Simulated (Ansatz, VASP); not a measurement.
## Sc2Al4Ge29O67: VASP beside Ansatz

Aim: how closely do two programs agree when they are given the same cell, functional and k mesh? The structure shown is frame 60 of Ansatz's trajectory.

Calculated with Ansatz 0.2.0; plane waves, with VASP 6.6.1 beside it; single point at PBE.

### Step 1. The starting structure

The cell holds 102 atoms: 29 Ge, 4 Al, 2 Sc and 67 O. Its edges and angles: a = 11.376 Å, b = 11.376 Å, c = 11.376 Å, α = 90.0°, β = 90.0°, γ = 90.0°. As first built, before any earlier steps moved the atoms (in the runner's words): 102 atoms (29 Ge, 4 Al, 2 Sc, 67 O) placed at random at 3.62 g/cm^3, melted at 4000 K for 10 ps at fixed volume with the Morse and Coulomb pair potential with partial charges (Pedone, Malavasi, Menziani, Cormack and Segre, J. Phys. Chem. B 110, 11780 (2006)). Quenched from 2500 K to 300 K at 50 K/ps and fixed volume, held 10 ps at zero pressure.

### Step 2. Ansatz: dynamics, PBE

Ansatz runs on its default PAW (the set named soft_2) files.

One frame of this run of dynamics is then solved in both programs, so the motion causes no difference.

File input.yaml:

```yaml
crystal:
  lattice:
    - [11.37571, 0.0, 0.0]
    - [0.0, 11.37571, 0.0]
    - [0.0, 0.0, 11.37571]
  atoms:
    - { symbol: Ge, position: [0.34093, 0.95624, 0.92174] }
    - { symbol: Ge, position: [0.15472, 0.83314, 0.08995] }
    - { symbol: Ge, position: [0.16482, 0.7227, 0.60578] }
    - { symbol: Ge, position: [0.78186, 0.56571, 0.02488] }
    - { symbol: Ge, position: [0.03242, 0.80285, 0.35819] }
    - { symbol: Ge, position: [0.93625, 0.45152, 0.22212] }
    - { symbol: Ge, position: [0.46653, 0.4931, 0.62384] }
    - { symbol: Ge, position: [0.97239, 0.1999, 0.87194] }
    - { symbol: Ge, position: [0.73685, 0.05266, 0.59455] }
    - { symbol: Ge, position: [0.19689, 0.3808, 0.92164] }
    - { symbol: Ge, position: [0.87385, 0.70814, 0.77896] }
    - { symbol: Ge, position: [0.54474, 0.69441, 0.05286] }
    - { symbol: Ge, position: [0.66104, 0.41669, 0.34616] }
    - { symbol: Ge, position: [0.0554, 0.48621, 0.68001] }
    - { symbol: Ge, position: [0.78541, 0.37415, 0.61298] }
    - { symbol: Ge, position: [0.28045, 0.57175, 0.12526] }
    - { symbol: Ge, position: [0.27924, 0.02847, 0.6446] }
    - { symbol: Ge, position: [0.90066, 0.07275, 0.38416] }
    - { symbol: Ge, position: [0.42493, 0.70425, 0.79273] }
    - { symbol: Ge, position: [0.92865, 0.94518, 0.9406] }
    - { symbol: Ge, position: [0.38112, 0.88622, 0.40334] }
    - { symbol: Ge, position: [0.53758, 0.19109, 0.19915] }
    - { symbol: Ge, position: [0.50709, 0.20778, 0.68952] }
    - { symbol: Ge, position: [0.70043, 0.32178, 0.87296] }
    - { symbol: Ge, position: [0.64391, 0.73142, 0.59674] }
    - { symbol: Ge, position: [0.41599, 0.58218, 0.36937] }
    - { symbol: Ge, position: [0.68722, 0.94269, 0.11759] }
    - { symbol: Ge, position: [0.99853, 0.16602, 0.14529] }
    - { symbol: Ge, position: [0.0672, 0.21817, 0.58196] }
    - { symbol: Al, position: [0.26858, 0.05073, 0.1878] }
[... 66 atom lines left out ...]
    - { symbol: O, position: [0.22916, 0.46659, 0.03839] }
    - { symbol: O, position: [0.96195, 0.1023, 0.01655] }
    - { symbol: O, position: [0.87381, 0.0012, 0.62938] }
    - { symbol: O, position: [0.72856, 0.8736, 0.25502] }
    - { symbol: O, position: [0.14931, 0.09813, 0.61284] }
    - { symbol: O, position: [0.82693, 0.24245, 0.87625] }
kpoints:
  mp_grid: { grid: [1, 1, 1] }
hamiltonian:
  xc: pbe
scf:
  occupations: { method: gaussian, width: 0.025 }
output:
  forces: true
md:
  timestep: 1.0
  n_steps: 180
  ensemble: nve
  temperature: 300
  initial_velocities: maxwell_boltzmann
  seed: 9315
```

Launch:

```bash
ansatz run input.yaml --threads 4 --pin off --max-ram 8192MiB --backend cpu --events-out ev --progress --plain --runs-dir out
```

Numbers of over 12 decimals in the logs are rounded to 6 here.

The program printed:

```text
Warning: md: disabling space-group detection — thermal motion breaks the input geometry's symmetry, so no spatial operation reduces the k-mesh or symmetrises the density; time reversal is kept, so that k and −k are solved as one point where they differ and the mesh holds both, and exact exchange and, on two spinor components, a DFT+U term hold to it where the run has them: on two components no moment then forms, and  [...]
Engine: ansatz 0.2.0, x86_64-unknown-linux-gnu
Pseudopotentials: kind: paw
Pseudopotential: Ge, paw, valence charge 14, recommended cutoff 420 eV (normal), Ge.paw.azcp
Pseudopotential: Al, paw, valence charge 3, recommended cutoff 420 eV (normal), Al.paw.azcp
Pseudopotential: Sc, paw, valence charge 11, recommended cutoff 420 eV (normal), Sc.paw.azcp
Pseudopotential: O, paw, valence charge 6, recommended cutoff 420 eV (normal), O.paw.azcp
Functional definition: PBE
  parameter kappa = 0.804
  parameter beta = 0.066725
  exchange = pbe_x(kappa = kappa, mu = beta*pi^2/3)
  correlation = pbe_c(beta = beta)
Crystal: 102 atoms, lattice volume = 1472.094 Å³
Basis set: ecut = 420 eV, 28671 PW (Γ), exchange–correlation on 160×160×160 points (8 copies of the dense FFT grid, shifted against one another)
Bands: 523, of which v1, the nominal top of the filled ones, is band 421 counted from 1 (420 counted from 0)
Symmetry: 1 space group operations
k-points: 1
Non-local potential: Ge, projectors of the file, l = 0: 2, l = 1: 2, l = 2: 3, l = 3: 1
Non-local potential: Al, projectors of the file, l = 0: 2, l = 1: 2, l = 2: 1
Non-local potential: Sc, projectors of the file, l = 0: 3, l = 1: 2, l = 2: 3, l = 3: 1
Non-local potential: O, projectors of the file, l = 0: 2, l = 1: 2, l = 2: 1
PAW form: soft (Blöchl's): semilocal exchange-correlation on the pseudo side does not see the compensation charge
PAW one-centre angular grid: Ge, 590 points (default); XC on 64 Gauss nodes
PAW one-centre angular grid: Al, 110 points (default); XC on 64 Gauss nodes
PAW one-centre angular grid: Sc, 590 points (default); XC on 64 Gauss nodes
PAW one-centre angular grid: O, 110 points (default); XC on 64 Gauss nodes
Initial density: superposition of atomic densities (neutral atoms: chi_scale 0, normalization atom), corrected by the library's trained network
Initial wavefunctions: pseudopotential atomic-orbital guess
Functional: x = pbe(κ = 0.804, μ = 0.219515), c = pbe(β = 0.066725)
SCF iter   1: F=—  HF=-168989.128332 eV  |F-HF|=—  |Δ(HF+E_count)|=         —  Δρ=3.23e-3  dr2=1.84e-1  ethr=1.77e-3  ⟨swp⟩=6.0  Hψ=2055  notcnv=0  defer=66
preconditioner: auto → Resta (q_TF=auto, 2.486 Å⁻¹)  ε∞=2.9  [insulator: Δε(μ)=1.268 eV  Ē_g=20.349 eV  σ=0.025 eV  W_gap=1.00  n_scr=388 (ndim 8)  ℏωp=28.0 eV  f_vac=0.227  D(μ)=0.00/eV (n_scr^D=0)  ε∞_Penn≈2.9]
SCF iter   2: F=—  HF=-168989.108169 eV  |F-HF|=—  |Δ(HF+E_count)|=   2.02e-2  Δρ=1.76e-3  dr2=3.45e-2  ethr=2.19e-5  ⟨swp⟩=2.0  Hψ=809  notcnv=0  defer=97
SCF iter   3: F=—  HF=-168989.108910 eV  |F-HF|=—  |Δ(HF+E_count)|=   7.41e-4  Δρ=7.34e-4  dr2=9.84e-3  ethr=4.09e-6  ⟨swp⟩=2.0  Hψ=671  notcnv=0  defer=97
SCF iter   4: F=—  HF=-168989.109084 eV  |F-HF|=—  |Δ(HF+E_count)|=   1.74e-4  Δρ=2.67e-4  dr2=1.03e-3  ethr=1.17e-6  ⟨swp⟩=2.0  Hψ=669  notcnv=0  defer=97
SCF iter   5: F=—  HF=-168989.109166 eV  |F-HF|=—  |Δ(HF+E_count)|=   8.13e-5  Δρ=1.36e-4  dr2=2.66e-4  ethr=1.22e-7  ⟨swp⟩=3.0  Hψ=812  notcnv=0  defer=97
SCF iter   6: F=—  HF=-168989.109212 eV  |F-HF|=—  |Δ(HF+E_count)|=   4.68e-5  Δρ=4.15e-5  dr2=2.59e-5  ethr=3.16e-8  ⟨swp⟩=2.0  Hψ=845  notcnv=0  defer=97
SCF iter   7: F=—  HF=-168989.109254 eV  |F-HF|=—  |Δ(HF+E_count)|=   4.10e-5  Δρ=1.97e-5  dr2=5.33e-6  ethr=3.07e-9  ⟨swp⟩=2.0  Hψ=944  notcnv=0  defer=97
SCF iter   8: F=—  HF=-168989.109257 eV  |F-HF|=—  |Δ(HF+E_count)|=   3.21e-6  Δρ=7.59e-6  dr2=8.48e-7  ethr=6.33e-10  ⟨swp⟩=2.0  Hψ=666  notcnv=0  defer=97
SCF iter   9: F=—  HF=-168989.109257 eV  |F-HF|=—  |Δ(HF+E_count)|=   4.17e-7  Δρ=2.84e-6  dr2=1.17e-7  ethr=1.01e-10  ⟨swp⟩=2.0  Hψ=828  notcnv=0  defer=97
SCF iter  10: F=-168989.109257 eV  HF=-168989.109257 eV  |F-HF|=1.13e-8  |Δ(HF+E_count)|=   8.27e-8  Δρ=1.17e-6  dr2=2.03e-8  ethr=1.19e-11  ⟨swp⟩=4.0  Hψ=1508  notcnv=0
SCF 1 converged in 10 iterations: F = -168989.109257 eV  dr2 = 2.03e-8
  greatest PAW one-centre occupation: 0.999 electrons in one spin orbital (limit 2), on the Ge atom at site 8 (counted from 0), in its partial waves of l = 2
[...]
automatic band count: iteration 1 solves 488 bands in place of 523: the levels show a gap, and the empty bands left out lie too high to hold charge; the band table lists the bands solved (type scf.n_extra_bands for more)
md step   178: t =   178.00 fs  T =   645.5 K  F+E_penalty+E_count = -168993.62680631 eV  E_kin = 8.427126 eV  conserved = -168985.19967996 eV  (4 SCF iters)
[...]
md step   179: t =   179.00 fs  T =   642.5 K  F+E_penalty+E_count = -168993.58704755 eV  E_kin = 8.388028 eV  conserved = -168985.19901930 eV  (4 SCF iters)
[...]
md step   180: t =   180.00 fs  T =   640.7 K  F+E_penalty+E_count = -168993.56289985 eV  E_kin = 8.364513 eV  conserved = -168985.19838661 eV  (9 SCF iters)
SCF converged after 9 iterations
Free energy (F): -168993.562900 eV
Harris-Foulkes:  -168993.562900 eV  (|F-HF|=3.73e-9)
Internal energy: -168993.562900 eV  (E = F + TS)
E sigma→0 (E₀):  -168993.562900 eV
Fermi energy:    5.055876 eV
--- Per-component energies (eV) ---
  E_band       = -7767.665048
  E_kinetic    = 15577.002950
  E_local      = -120342.926193  (includes V_loc(G=0)·N_el)
  E_nonlocal   = 15749.467838
  E_hartree    = 50875.459206
  E_xc         = -7444.352131
  E_vxc        = -8486.758952  (∫ρ·V_xc dr)
  E_paw        = -73137.737894  (= ΣΔE_a)
  E_vpaw       = -12015.537473  (= ΣTr[D̂ρ^β])
  E_aug_tail   = 0.173216  (compensation charges beyond the density's cutoff)
  E_ewald      = -50270.649892
  E_smearing   = -0.000000  (= −TS)
  E_closure    = -0.000000  (closes the sum)
  Σ components = -168993.562900   (vs F -168993.562900, Δ=0.00e0)
--- Forces (eV/Å), atoms counted from 1 ---
  atom   1  Ge     0.11492530    -0.90582784     0.73861514
  atom   2  Ge    -0.87741352     1.57205998    -2.98383828
  atom   3  Ge    -0.14411038     0.62460223    -2.06965184
  atom   4  Ge    -2.79526160    -0.21828816    -0.18305254
  atom   5  Ge     0.31987970     0.19165321     2.09007926
  atom   6  Ge    -0.26626604     1.57613507     0.02933914
  atom   7  Ge     0.76436293     0.98106708     0.36392429
  atom   8  Ge     2.20304105    -1.16532763    -1.16104746
  atom   9  Ge     1.54906067    -0.10855842     0.52581151
  atom  10  Ge     0.04346897    -0.62561243    -0.65070335
  atom  11  Ge    -2.81353278     3.42033472    -1.25691345
  atom  12  Ge     1.86144686     0.28775557    -0.25070362
  atom  13  Ge     1.05062954    -0.58201244    -1.07184963
  atom  14  Ge    -1.69992026    -0.84361658     0.47046340
  atom  15  Ge     1.20083871    -1.20732311    -0.21744051
  atom  16  Ge    -0.66437769    -1.11198790     0.70449968
  atom  17  Ge    -0.97687387     0.79272909    -0.37138068
  atom  18  Ge     0.59284025    -1.10770711     1.10827250
  atom  19  Ge     2.17642597    -1.83684019     0.87945846
  atom  20  Ge    -0.80430623    -1.17204529     0.79092576
  atom  21  Ge     1.91272375    -1.87504869    -1.30812843
  atom  22  Ge     0.97138473     1.30110403    -1.68879544
  atom  23  Ge     2.04573779    -1.63001753     1.28827089
  atom  24  Ge    -2.12812177     0.73050264     0.91412305
[...]
atom  95  O      0.31893671     0.13142617     0.06155374
  atom  96  O     -0.68063800     1.45493375    -0.72217812
  atom  97  O      0.94750052     1.44410843     2.11429556
  atom  98  O     -0.19200384    -0.71170325    -0.64229455
  atom  99  O     -1.49064513    -0.30331786     0.26705335
  atom 100  O      0.20420214     0.26137105    -0.45565064
  atom 101  O      0.68336738     0.42947262    -0.61039597
  atom 102  O      0.78340014    -0.85766065     0.43726175
  max |Σ_I F_I| component: 8.93e-5 eV/Å
--- MD trajectory: 180 steps, t = 0.0 → 180.0 fs ---
  final state: T = 640.7 K   F+E_penalty+E_count = -168993.56289985 eV   E_kin = 8.364513 eV
  conserved energy: peak-to-peak 1.093e-2 eV (1.072e-4 eV/atom) over 180.0 fs
```

### Step 3. VASP: single point, PBE

The same cell, functional, mesh and smearing now go to VASP, with its own data sets.

Lines of VASP's logs that name or quote its potential files are left out, and so is its time.

File INCAR:

```
SYSTEM = Sc2Al4Ge29O67
PREC = Accurate
ENCUT = 520
EDIFF = 1E-06
NELM = 120
ISMEAR = 0
SIGMA = 0.025
LREAL = Auto
ALGO = Normal
GGA = PE
NBANDS = 496
LASPH = .TRUE.
LORBIT = 11
LWAVE = .FALSE.
LCHARG = .FALSE.
ISIF = 2
GGA_COMPAT = .FALSE.
EFERMI = MIDGAP
NCORE = 2
```

File POSCAR:

```
Sc2Al4Ge29O67
1.0
   11.3757100000      0.0000000000      0.0000000000
    0.0000000000     11.3757100000      0.0000000000
    0.0000000000      0.0000000000     11.3757100000
Ge Al Sc O
29 4 2 67
Direct
    0.3415435168      0.9504901233      0.9113980578
    0.1446063586      0.8389630186      0.0916426315
    0.1771845450      0.7327278913      0.6149945806
    0.7835466973      0.5539610275      0.0247193362
    0.0354615228      0.7932164234      0.3778753150
    0.9372689705      0.4518399291      0.2131295541
    0.4603404974      0.5001358157      0.6252005369
    0.9793850230      0.1986513369      0.8637263081
    0.7428107784      0.0627301505      0.5945650865
    0.1998820293      0.3703153473      0.9167076165
    0.8687809376      0.6922293202      0.7734638102
    0.5427968892      0.7021451848      0.0341517145
    0.6642838117      0.4178024932      0.3452268034
    0.0458520831      0.4777723764      0.6782170080
    0.7833445121      0.3567513588      0.6196712117
    0.2896258783      0.5855722412      0.1238604008
    0.2828131167      0.0313826566      0.6431159022
    0.9097014604      0.0627828944      0.3989113647
    0.4293710019      0.7026814151      0.7888914186
    0.9277926389      0.9546832681      0.9580061376
    0.3841166837      0.8947661289      0.3864374180
    0.5380323514      0.1996886348      0.1897903515
    0.5141920812      0.2067475349      0.6839221464
    0.7027253684      0.3324979276      0.8687281937
    0.6402413564      0.7475313629      0.6025030526
    0.4266371066      0.5863897726      0.3628960302
    0.6722657311      0.9287068675      0.1342421704
    0.9970190872      0.1599812232      0.1666621248
    0.0602775563      0.2066947909      0.5735729902
    0.2742949671      0.0647695836      0.1975173418
[... 66 atom lines left out ...]
    0.2256386634      0.4558484701      0.0535702826
    0.9497253358      0.0980949760      0.0262225391
    0.9008228937      0.0252731478      0.5906004988
    0.7203770138      0.8657305786      0.2725544164
    0.1350684924      0.0725932711      0.5959188481
    0.8107449997      0.2103517055      0.8691061921
```

File KPOINTS:

```
Automatic mesh
0
Gamma
1 1 1
0 0 0
```

Potentials, in the order of the species: Ge_d, Al, Sc_sv and O (PBE family, release 64).

Launch:

```bash
mpirun -np 8 vasp_gam
```

The program printed:

```text
[banner, memory and clock lines left out]
running    8 mpi-ranks, on    1 nodes
[...]
LDA part: xc-table for (Slater+PW92), standard interpolation
 POSCAR, INCAR and KPOINTS ok, starting setup
[...]
entering main loop
       N       E                     dE             d eps       ncg     rms          rms(c)
DAV:   1     0.281935215754E+05    0.28194E+05   -0.26802E+05  1232   0.441E+03
DAV:   2     0.678347315208E+04   -0.21410E+05   -0.20100E+05   992   0.128E+03
DAV:   3     0.561875000196E+03   -0.62216E+04   -0.57873E+04  1016   0.412E+02
DAV:   4    -0.657260842057E+03   -0.12191E+04   -0.11741E+04  1152   0.190E+02
[...]
DAV:  18    -0.657195319795E+03    0.16273E-05   -0.28046E-05  1360   0.242E-02    0.974E-03
DAV:  19    -0.657195317977E+03    0.18182E-05   -0.14227E-05  1312   0.148E-02    0.333E-03
DAV:  20    -0.657195317623E+03    0.35395E-06   -0.35333E-06   864   0.117E-02
   1 F= -.65719532E+03 E0= -.65719532E+03  d E =0.000000E+00
```

OUTCAR, selected parts (step 3):

```text
  FREE ENERGIE OF THE ION-ELECTRON SYSTEM (eV)
  ---------------------------------------------------
  free  energy   TOTEN  =      -657.1953176229 eV

  energy  without entropy=     -657.1953176229  energy(sigma->0) =     -657.19531762
```

The run ends at a pressure of -3.06 GPa, with forces up to 4.0 eV/Å.

### Step 4. Comparison

Known differences besides the potentials themselves: the cutoff is 420 eV in Ansatz and 520 eV in VASP (PREC = Accurate, projectors in real space). Total energies have different zeros and are not compared.

Forces on 9 of the 102 atoms, those with the largest forces and the largest differences (eV/Å; atoms numbered as in POSCAR):

```
atom          Ansatz x, y, z            VASP x, y, z
Ge15    0.725, 2.989, -2.297    0.709, 2.942, -2.317
Ge18    0.978, -1.916, 3.535    0.962, -1.891, 3.419
Ge24    0.468, -2.725, 2.209    0.456, -2.673, 2.178
Ge28   -0.300, 2.271, -2.200   -0.302, 2.228, -2.157
Ge29     1.472, 3.361, 0.350     1.472, 3.324, 0.325
Al32    1.583, -2.248, 1.662    1.622, -2.266, 1.671
Sc34  -2.268, -0.457, -0.788  -2.395, -0.514, -0.902
 O37  -0.925, -0.519, -1.000  -1.015, -0.522, -1.082
 O67     3.217, 2.120, 0.605     3.375, 2.117, 0.666
```

The forces differ by 28 meV/Å r.m.s., which is 2.7 % of the r.m.s. force of 1.046 eV/Å (both taken over all components).

### Step 5. Results

| Quantity | Value |
| --- | --- |
| r.m.s. force difference (single point, PBE) | 2.7 % of the r.m.s. force |

**Reading.** The r.m.s. force difference is 2.7 % of the r.m.s. force (single point, PBE), within the 3 % picked in this series as the mark of a large difference. 2 further runs of this series are not shown here. How closely two codes agree says nothing of how well the functional describes the real material.

[Lines on the potential files, build, host, timing and source positions are cut from VASP's logs without a mark.]

[Logs are printed without paths, hosts, clocks, repeated set-up lines and the standing remarks that a program may print on its own settings, such as how far it seeks lower states.]

[Hosts, paths, dates, database ids (printed as entryN), source tags and the programs' standing remarks are cut or masked in the printed files.]
